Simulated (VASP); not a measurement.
Method: G0W0 on PBE orbitals, VASP's PBE PAW potentials (set 64) (plane waves; VASP).

VASP input:

INCAR:
```
LSPECTRALGW = .TRUE.
LASPH = .TRUE.   ! aspherical one-centre terms
ENCUTGW = 200
SIGMA = 0.01   ! width (eV)
ENCUT = 500
NOMEGA = 64
LWAVE = .FALSE.
NBANDS = 160
ISMEAR = 0   ! Gaussian
LREAL = .FALSE.
NBANDSGW = 17
SYSTEM = GaAs
ALGO = EVGW0
GGA = PE   ! PBE
NELMGW = 1
PREC = Normal
LCHARG = .FALSE.
```

File POSCAR:
```
GaAs
1
    0.0000000000     2.7868200000     2.7868200000
    2.7868200000     0.0000000000     2.7868200000
    2.7868200000     2.7868200000     0.0000000000
Ga As
1 1
Direct
  0.0000000000   0.0000000000   0.0000000000
  0.2500000000   0.2500000000   0.2500000000
```

KPOINTS:
```
Automatic
0
gamma
 4 4 4
0 0 0
```

POTCAR, in this order: Ga_d_GW As_GW (PBE.64 set). Program: vasp_std. Read from the step before: WAVECAR, WAVEDER.

Output of the run:

File OSZICAR:
```
energies w=
    0.000    0.000    0.368    0.000    0.735    0.000    1.100    0.000
    1.462    0.000    1.822    0.000    2.178    0.000    2.529    0.000
    2.877    0.000    3.219    0.000    3.557    0.000    3.890    0.000
    4.218    0.000    4.542    0.000    4.862    0.000    5.178    0.000
    5.491    0.000    5.801    0.000    6.109    0.000    6.415    0.000
    6.721    0.000    7.025    0.000    7.331    0.000    7.637    0.000
    7.945    0.000    8.255    0.000    8.570    0.000    8.888    0.000
    9.212    0.000    9.543    0.000    9.881    0.000   10.229    0.000
   10.586    0.000   10.956    0.000   11.340    0.000   11.740    0.000
   12.158    0.000   12.596    0.000   13.058    0.000   13.546    0.000
   14.066    0.000   14.621    0.000   15.217    0.000   15.860    0.000
   16.558    0.000   17.320    0.000   18.157    0.000   19.083    0.000
   20.115    0.000   21.275    0.000   22.590    0.000   24.095    0.000
   25.837    0.000   27.879    0.000   30.308    0.000   33.246    0.000
   36.870    0.000   41.452    0.000   47.427    0.000   55.531    0.000
   67.134    0.000   85.089    0.000  116.500    0.000  185.338    0.000
NQ=   1    0.0000    0.0000    0.0000,
 performed        217000 updates of chi_q(r,r)
NQ=   2    0.2500    0.0000    0.0000,
 performed        586000 updates of chi_q(r,r)
NQ=   3    0.5000    0.0000    0.0000,
 performed        912000 updates of chi_q(r,r)
NQ=   4    0.2500    0.2500    0.0000,
 performed       1281000 updates of chi_q(r,r)
NQ=   5    0.5000    0.2500    0.0000,
 performed       1770000 updates of chi_q(r,r)
NQ=   6   -0.2500    0.2500    0.0000,
 performed       2215000 updates of chi_q(r,r)
NQ=   7    0.5000    0.5000    0.0000,
 performed       2508000 updates of chi_q(r,r)
NQ=   8   -0.2500    0.5000    0.2500,
 performed       2866000 updates of chi_q(r,r)
 resolving degeneracies of screened two electron integrals
```

OUTCAR:
```


 k-point   1 :       0.0000    0.0000    0.0000
  band No.  KS-energies  QP-energies   sigma(KS)   V_xc(KS)     V^pw_x(r,r')   Z            occupation Imag(sigma)

      1     -10.6342     -12.7590     -24.8421     -21.6958     -35.0398       0.6753       2.0000       0.2044
      2     -10.6342     -12.7590     -24.8421     -21.6958     -35.0398       0.6753       2.0000       0.2044
      3     -10.6342     -12.7590     -24.8421     -21.6958     -35.0398       0.6753       2.0000       0.2044
      4     -10.5454     -12.6969     -24.9838     -21.8088     -35.1591       0.6776       2.0000       0.1744
      5     -10.5454     -12.6969     -24.9838     -21.8088     -35.1591       0.6776       2.0000       0.1744
      6      -8.7424      -9.1924     -11.9007     -11.1941     -18.2495       0.6368       2.0000       0.9240
      7       4.3037       3.7869     -12.6699     -11.9947     -13.8612       0.7654       2.0000       0.0484
      8       4.3037       3.7869     -12.6699     -11.9947     -13.8612       0.7654       2.0000       0.0484
      9       4.3037       3.7869     -12.6699     -11.9947     -13.8612       0.7654       2.0000       0.0484
     10       5.1317       5.5553     -10.9782     -11.5271      -6.9458       0.7718       0.0000      -0.0595
     11       8.0081       8.0229     -10.1077     -10.1270      -5.6761       0.7641       0.0000      -0.0828
     12       8.0081       8.0229     -10.1077     -10.1270      -5.6761       0.7641       0.0000      -0.0828
     13       8.0081       8.0229     -10.1077     -10.1270      -5.6761       0.7641       0.0000      -0.0828
     14      12.0192      11.9112      -8.1875      -8.0488      -2.7084       0.7782       0.0000      -0.2550
     15      14.4825      14.4106     -10.0925      -9.9962      -4.6329       0.7462       0.0000      -0.2783
     16      14.4825      14.4106     -10.0925      -9.9962      -4.6329       0.7462       0.0000      -0.2783
     17      15.9170      15.7270      -8.1276      -7.8754      -2.2970       0.7536       0.0000      -0.3978

 k-point   2 :       0.2500    0.0000    0.0000
  band No.  KS-energies  QP-energies   sigma(KS)   V_xc(KS)     V^pw_x(r,r')   Z            occupation Imag(sigma)

      1     -10.6850     -12.7547     -24.4915     -21.4180     -34.6174       0.6734       2.0000       0.2229
      2     -10.6215     -12.7476     -24.8701     -21.7204     -35.0717       0.6750       2.0000       0.2024
      3     -10.6215     -12.7476     -24.8701     -21.7204     -35.0717       0.6750       2.0000       0.2024
      4     -10.5453     -12.6986     -24.9828     -21.8096     -35.1617       0.6786       2.0000       0.1742
      5     -10.5453     -12.6986     -24.9828     -21.8096     -35.1617       0.6786       2.0000       0.1742
      6      -8.0034      -8.4949     -12.3484     -11.6141     -18.5331       0.6693       2.0000       0.8894
      7       0.0616      -0.4485     -11.9124     -11.2160     -14.2509       0.7325       2.0000       0.1291
      8       3.5770       3.0328     -12.3640     -11.6497     -13.6818       0.7618       2.0000       0.0533
      9       3.5770       3.0328     -12.3640     -11.6497     -13.6818       0.7618       2.0000       0.0533
     10       5.8731       6.0726     -10.3538     -10.6126      -6.2891       0.7711       0.0000      -0.0635
     11       8.9109       8.9367     -10.1876     -10.2216      -5.5457       0.7602       0.0000      -0.1030
     12       8.9109       8.9367     -10.1876     -10.2216      -5.5457       0.7602       0.0000      -0.1030
     13      10.4621      10.5545     -10.4001     -10.5235      -5.3773       0.7484       0.0000      -0.1526
     14      13.3300      13.1155      -7.9374      -7.6537      -2.3764       0.7560       0.0000      -0.2836
     15      13.3540      13.2193      -9.4197      -9.2409      -4.0991       0.7534       0.0000      -0.2536
     16      13.3540      13.2193      -9.4197      -9.2409      -4.0991       0.7534       0.0000      -0.2536
     17      16.4563      16.3785      -9.0430      -8.9402      -2.9497       0.7568       0.0000      -0.4956

 k-point   3 :       0.5000    0.0000    0.0000
  band No.  KS-energies  QP-energies   sigma(KS)   V_xc(KS)     V^pw_x(r,r')   Z            occupation Imag(sigma)

      1     -10.7270     -12.7682     -24.2978     -21.2633     -34.3853       0.6727       2.0000       0.2342
      2     -10.6123     -12.7416     -24.8856     -21.7325     -35.0853       0.6753       2.0000       0.2008
      3     -10.6123     -12.7416     -24.8856     -21.7325     -35.0853       0.6753       2.0000       0.2008
      4     -10.5411     -12.6936     -24.9951     -21.8235     -35.1835       0.6787       2.0000       0.1754
      5     -10.5411     -12.6936     -24.9951     -21.8235     -35.1835       0.6787       2.0000       0.1754
      6      -6.8364      -7.3301     -12.9937     -12.2694     -18.8347       0.6816       2.0000       0.7663
      7      -2.5982      -3.1648     -11.2885     -10.4838     -14.8573       0.7041       2.0000       0.3099
      8       3.0880       2.5174     -12.2700     -11.5172     -13.7641       0.7580       2.0000       0.0588
      9       3.0880       2.5174     -12.2700     -11.5172     -13.7641       0.7580       2.0000       0.0588
     10       5.4028       5.5740     -10.2943     -10.5155      -6.3540       0.7742       0.0000      -0.0603
     11       8.9174       8.8997      -9.7935      -9.7702      -5.1818       0.7609       0.0000      -0.1016
     12       8.9174       8.8997      -9.7935      -9.7702      -5.1818       0.7609       0.0000      -0.1016
     13      12.0763      11.8078      -8.0020      -7.6489      -2.5933       0.7606       0.0000      -0.2345
     14      15.0392      15.0437      -9.8138      -9.8200      -3.7388       0.7367       0.0000      -0.4176
     15      16.3530      16.3041      -9.8187      -9.7531      -3.6191       0.7459       0.0000      -0.5012
     16      16.3530      16.3041      -9.8187      -9.7531      -3.6191       0.7459       0.0000      -0.5012
     17      17.2095      17.3766     -10.3324     -10.5566      -3.7780       0.7453       0.0000      -0.6345

 k-point   4 :       0.2500    0.2500    0.0000
  band No.  KS-energies  QP-energies   sigma(KS)   V_xc(KS)     V^pw_x(r,r')   Z            occupation Imag(sigma)

      1     -10.7080     -12.7692     -24.4409     -21.3778     -34.5610       0.6729       2.0000       0.2253
      2     -10.6066     -12.7392     -24.9055     -21.7518     -35.1138       0.6762       2.0000       0.2009
      3     -10.6066     -12.7392     -24.9055     -21.7518     -35.1138       0.6762       2.0000       0.2009
      4     -10.5594     -12.6965     -24.9348     -21.7662     -35.1019       0.6744       2.0000       0.1761
      5     -10.5383     -12.6917     -24.9961     -21.8237     -35.1805       0.6788       2.0000       0.1737
      6      -7.7544      -8.2281     -12.3921     -11.6727     -18.5011       0.6584       2.0000       0.8640
      7       0.1745      -0.2777     -12.3304     -11.7183     -14.5923       0.7388       2.0000       0.1238
      8       2.4966       1.9117     -11.9278     -11.1513     -13.5221       0.7533       2.0000       0.0658
      9       2.4966       1.9117     -11.9278     -11.1513     -13.5221       0.7533       2.0000       0.0658
     10       6.2245       6.1812      -9.5441      -9.4882      -5.5109       0.7748       0.0000      -0.0657
     11       7.6603       7.7385      -9.9846     -10.0868      -5.6053       0.7654       0.0000      -0.0828
     12      11.0389      11.1071     -10.7384     -10.8309      -5.5341       0.7371       0.0000      -0.1687
     13      11.0389      11.1071     -10.7384     -10.8309      -5.5341       0.7371       0.0000      -0.1687
     14      11.8957      11.9021      -9.7104      -9.7188      -4.5716       0.7588       0.0000      -0.2035
     15      15.5045      15.4292     -10.0347      -9.9356      -4.3229       0.7600       0.0000      -0.3775
     16      15.9665      15.9105      -9.0848      -9.0108      -2.9665       0.7565       0.0000      -0.4748
     17      18.1243      17.8820      -8.4371      -8.1140      -2.2971       0.7501       0.0000      -0.5949

 k-point   5 :       0.5000    0.2500    0.0000
  band No.  KS-energies  QP-energies   sigma(KS)   V_xc(KS)     V^pw_x(r,r')   Z            occupation Imag(sigma)

      1     -10.7391     -12.7785     -24.3041     -21.2730     -34.4011       0.6728       2.0000       0.2351
      2     -10.6001     -12.7370     -24.9092     -21.7534     -35.1129       0.6771       2.0000       0.1975
      3     -10.5937     -12.7355     -24.9330     -21.7763     -35.1452       0.6785       2.0000       0.1995
      4     -10.5585     -12.7015     -24.9438     -21.7753     -35.1182       0.6763       2.0000       0.1765
      5     -10.5375     -12.6952     -24.9979     -21.8267     -35.1865       0.6804       2.0000       0.1742
      6      -6.5313      -7.0062     -12.9598     -12.2679     -18.6901       0.6865       2.0000       0.7369
      7      -2.1651      -2.6988     -11.8146     -11.0638     -15.1871       0.7108       2.0000       0.2578
      8       0.8763       0.2708     -11.3140     -10.4976     -13.3019       0.7418       2.0000       0.1016
      9       2.1313       1.5285     -11.8845     -11.0805     -13.6276       0.7498       2.0000       0.0715
     10       6.4775       6.4460      -9.5590      -9.5183      -5.4832       0.7740       0.0000      -0.0681
     11       9.1199       9.2270     -10.2315     -10.3731      -5.4588       0.7565       0.0000      -0.1179
     12      10.6195      10.5805      -9.8649      -9.8131      -4.8868       0.7538       0.0000      -0.1511
     13      11.3508      11.3763     -10.2644     -10.2986      -4.9908       0.7451       0.0000      -0.1918
     14      14.9501      14.9006     -10.0043      -9.9369      -3.9146       0.7346       0.0000      -0.4236
     15      16.4884      16.4034      -9.9977      -9.8851      -3.8488       0.7547       0.0000      -0.5145
     16      17.1711      17.1237      -9.1132      -9.0496      -2.9217       0.7469       0.0000      -0.5550
     17      17.6223      17.6004     -10.0274      -9.9976      -3.6228       0.7348       0.0000      -0.6034

 k-point   6 :      -0.2500    0.2500    0.0000
  band No.  KS-energies  QP-energies   sigma(KS)   V_xc(KS)     V^pw_x(r,r')   Z            occupation Imag(sigma)

...
```
(Selected blocks of OUTCAR.)

The mesh is coarse and the basis finite, so the quasiparticle values are not converged.

The compound is GaAs in the zinc blende structure. This cell is one point of a volume scan, at 0.96 of the reference volume. The k-mesh is coarse (spacing up to 0.49 per Å, 2π included), so the numbers may not be converged in it.
